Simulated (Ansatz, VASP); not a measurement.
# Cross-check of Sn19Ge5O48 (Sn0.8Ge0.2O2, rutile) between VASP and Ansatz, part 3 of 3

Wanted: the spread between two codes on one cell, functional and k mesh. The cell is invented: As first built, before any earlier steps moved the atoms (in the runner's words): 2x2x3 conventional cells of the SnO2 type (72 atoms: 48 O, 5 Ge, 19 Sn); Sn/Ge share their sites, one random draw; start lattice by linear mixing of the end members' cells; atoms moved at random by 0.02 A. It may not be a known or stable phase. Of the first pair: The structure shown is the start of the Ansatz relaxation below; VASP solves that cell, so the two are compared at the walk's first step.

VASP 6.6.1 and Ansatz 0.2.0.

So far. Step 4 (Differences): The forces differ by 15 meV/Å r.m.s., which is 1.7 % of the r.m.s. force of 0.885 eV/Å (both taken over all components).

## Step 6: VASP: single point, PBE, relaxed cell, pair 2

Level of this step: PBE; plane waves and PAW (O, Ge_d, Sn_d); invented cell (VASP).

The same cell, functional, mesh and smearing now go to VASP, with its own data sets.

INCAR reads:

```
SYSTEM = Sn19Ge5O48
PREC = Accurate
ENCUT = 600
EDIFF = 1E-06
NELM = 120
ISMEAR = -1
SIGMA = 0.01
LREAL = Auto
ALGO = Normal
GGA = PE
NBANDS = 368
LORBIT = 11
LWAVE = .FALSE.
LCHARG = .FALSE.
ISIF = 2
ISYM = 0
LASPH = .TRUE.
GGA_COMPAT = .FALSE.
EFERMI = MIDGAP
KPAR = 4
```

POSCAR reads:

```
Sn19Ge5O48
1.0
    9.5116700000      0.0077270000      0.0018470000
    0.0077270000      9.5179070000      0.0008620000
    0.0018520000      0.0008650000      9.5199730000
O Ge Sn
48 5 19
Direct
    0.1504200000      0.1580100000      0.0014600000
    0.0909300000      0.4125600000      0.1796800000
    0.3541900000      0.3562400000      0.0009500000
    0.4032800000      0.0938700000      0.1686900000
    0.1518100000      0.1519100000      0.3313200000
    0.0831700000      0.4072900000      0.4849700000
    0.3504400000      0.3481500000      0.3336200000
    0.4066700000      0.0950800000      0.4964300000
    0.1508300000      0.1545400000      0.6665800000
    0.0917700000      0.4037100000      0.8345000000
    0.3440600000      0.3523600000      0.6646500000
    0.4067000000      0.0990000000      0.8342600000
    0.1488600000      0.6518700000      0.9997300000
    0.0940800000      0.9033700000      0.1671100000
    0.3449700000      0.8492800000      0.0019400000
    0.4086600000      0.5901600000      0.1552200000
    0.1426600000      0.6462100000      0.3321600000
    0.0968200000      0.9030000000      0.4973600000
    0.3494000000      0.8401400000      0.3312500000
    0.4028800000      0.5954400000      0.4967500000
    0.1537300000      0.6494300000      0.6677700000
    0.0915600000      0.8996900000      0.8351600000
    0.3487400000      0.8438200000      0.6661700000
    0.4142000000      0.5982400000      0.8465600000
    0.6577000000      0.1552900000      0.0132900000
    0.6010100000      0.3997300000      0.1561300000
    0.8449200000      0.3416600000      0.0118300000
    0.8945800000      0.1060800000      0.1676400000
    0.6581000000      0.1613900000      0.3194100000
    0.5973700000      0.4037600000      0.4993400000
    0.8443500000      0.3553600000      0.3200400000
    0.9008800000      0.0988300000      0.4994400000
    0.6511500000      0.1573900000      0.6655400000
    0.5963900000      0.4110100000      0.8455000000
    0.8434200000      0.3490500000      0.6683100000
    0.8945500000      0.0909500000      0.8331000000
    0.6531600000      0.6460900000      0.0130200000
    0.6043400000      0.8905000000      0.1662400000
    0.8408800000      0.8367400000      0.0142600000
    0.8972400000      0.6028100000      0.1777300000
    0.6576100000      0.6604700000      0.3328200000
    0.6087600000      0.8970800000      0.4986900000
    0.8376100000      0.8415200000      0.3326400000
    0.8958100000      0.5993400000      0.4868400000
    0.6579500000      0.6554800000      0.6525800000
    0.6007200000      0.9032100000      0.8341700000
    0.8454600000      0.8365700000      0.6533500000
    0.8981500000      0.5943800000      0.8343800000
    0.9909600000      0.5047700000      0.3306300000
    0.7501900000      0.2544200000      0.1658100000
    0.5059500000      0.5001500000      0.0033700000
    0.7486200000      0.7453800000      0.1717800000
    0.7523800000      0.7490800000      0.4934700000
    0.9927600000      0.0001900000      0.0030800000
    0.2506700000      0.2555800000      0.1672200000
    0.9927900000      0.9995000000      0.3314200000
    0.2463600000      0.2516000000      0.4972800000
    0.9969800000      0.9961400000      0.6654400000
    0.2514100000      0.2544400000      0.8347500000
    0.9935400000      0.5003900000      0.0065400000
    0.2479700000      0.7443400000      0.1665500000
    0.2471100000      0.7459700000      0.4974400000
    0.9951900000      0.5020600000      0.6614700000
    0.2520200000      0.7484500000      0.8354800000
    0.5036700000      0.9993400000      0.0033300000
    0.5084700000      0.9951900000      0.3312600000
    0.7521500000      0.2549800000      0.4939700000
    0.5029000000      0.9985200000      0.6645700000
    0.7458200000      0.2511100000      0.8384600000
    0.5072600000      0.5006100000      0.3278400000
    0.5014500000      0.5040000000      0.6683600000
    0.7464100000      0.7451900000      0.8349100000
```

KPOINTS reads:

```
Points of the shifted mesh
8
Reciprocal
 0.2500000000  0.2500000000  0.2500000000 1
 0.2500000000  0.2500000000  0.7500000000 1
 0.2500000000  0.7500000000  0.2500000000 1
 0.2500000000  0.7500000000  0.7500000000 1
 0.7500000000  0.2500000000  0.2500000000 1
 0.7500000000  0.2500000000  0.7500000000 1
 0.7500000000  0.7500000000  0.2500000000 1
 0.7500000000  0.7500000000  0.7500000000 1
```

PAW data sets: O, Ge_d and Sn_d (PBE family, release 64).

Launch:

```
$ mpirun -np 8 vasp_std
```

Numbers of over 12 decimals in the logs are rounded to 6 here.

Output:

```text
[banner, memory and clock lines left out]
running    8 mpi-ranks, on    1 nodes
[...]
[... a notice as in an earlier step ...]

 LDA part: xc-table for (Slater+PW92), standard interpolation
 POSCAR, INCAR and KPOINTS ok, starting setup
[...]
entering main loop
       N       E                     dE             d eps       ncg     rms          rms(c)
DAV:   1     0.154205408797E+05    0.15421E+05   -0.24223E+05  6408   0.342E+03
DAV:   2     0.348662551184E+04   -0.11934E+05   -0.11243E+05  5888   0.102E+03
DAV:   3     0.243114619525E+02   -0.34623E+04   -0.32550E+04  6128   0.381E+02
DAV:   4    -0.490351454768E+03   -0.51466E+03   -0.50082E+03  6784   0.154E+02
[...]
DAV:  15    -0.449130120265E+03    0.40287E-06   -0.23153E-05  8184   0.217E-02    0.695E-03
DAV:  16    -0.449130118527E+03    0.17375E-05   -0.99347E-06  6320   0.125E-02    0.399E-03
DAV:  17    -0.449130118133E+03    0.39369E-06   -0.96988E-07  3624   0.495E-03
   1 F= -.44913012E+03 E0= -.44913012E+03  d E =0.000000E+00
```

From OUTCAR (step 6):

```text
 POSITION                                       TOTAL-FORCE (eV/Angst)
 -----------------------------------------------------------------------------------
      1.43197      1.50509      0.01431        -0.020544     -0.013470     -0.003754
      0.86842      3.92757      1.71107         0.013228     -0.008099      0.017808
      3.37169      3.39340      0.01001         0.023543      0.024434     -0.003150
      3.83690      0.89671      1.60675        -0.019904      0.018767      0.002627
      1.44575      1.44732      3.15457        -0.021548     -0.020364     -0.003330
      0.79513      3.87761      4.61741         0.008565     -0.011996     -0.013185
      3.33658      3.31666      3.17700         0.021315      0.020735      0.008727
      3.86976      0.90853      4.72683        -0.018034      0.017753     -0.000378
      1.43707      1.47264      6.34624        -0.016243     -0.015803      0.005476
      0.87755      3.84391      7.94493         0.006685     -0.009523     -0.001239
      3.27654      3.35696      6.32839         0.012091      0.015583     -0.000791
      3.87071      0.94614      7.94297        -0.011523      0.016010     -0.000898
      1.42280      6.20645      9.51824        -0.015310     -0.021340     -0.006022
      0.90215      8.59906      1.59184         0.017749     -0.018635      0.000088
[...]
-----------------------------------------------------------------------------------
    total drift:                                0.008778      0.015811     -0.001672

  FREE ENERGIE OF THE ION-ELECTRON SYSTEM (eV)
  ---------------------------------------------------
  free  energy   TOTEN  =      -449.1301181333 eV

  energy  without entropy=     -449.1301181333  energy(sigma->0) =     -449.13011813

[... 1 part as in an earlier step ...]

[... 1 further part left out ...]
[key lines of the parts left out:]
E-fermi :   6.3836
```

The run ends at a pressure of 0.35 GPa, with forces up to 0.041 eV/Å.

## Step 7: Differences

What differs besides the data sets and the points named for the pairs above, as far as they apply: the cutoff is 420 eV in Ansatz and 600 eV in VASP (PREC = Accurate, projectors in real space). Total energies have different zeros and are not compared.

Both answers:

```csv
quantity,Ansatz,VASP,difference
pressure (GPa),0.03,0.35,-0.33
gap on the k mesh (eV),1.930,1.922,+0.009
```

At this near-relaxed geometry the largest component of a force difference is 31 meV/Å. A gap on the mesh is an upper bound, since the band edges may lie between its points.

## Step 8: Results

```json
{
 "r.m.s. force difference (single point, PBE, start cell, pair 1)": "1.7 % of the r.m.s. force",
 "difference in gap on the k mesh (single point, PBE, relaxed cell, pair 2)": "0.0088 eV",
 "r.m.s. force difference (single point, PBE, relaxed cell, pair 2)": "11 meV/Å"
}
```

**Reading.** The r.m.s. force difference is 11 meV/Å (single point, PBE, relaxed cell, pair 2), within the 12 meV/Å picked in this series as the mark of a large difference. Such differences can come from data sets, numerical settings and the points named under the comparisons, not from the functional's error against experiment.

[Lines on the potential files, build, host, timing and source positions are cut from VASP's logs without a mark.]

[Logs are printed without paths, hosts, clocks, repeated set-up lines and the standing remarks that a program may print on its own settings, such as how far it seeks lower states.]

[Hosts, paths, dates, database ids (printed as entryN), source tags and the programs' standing remarks are cut or masked in the printed files.]
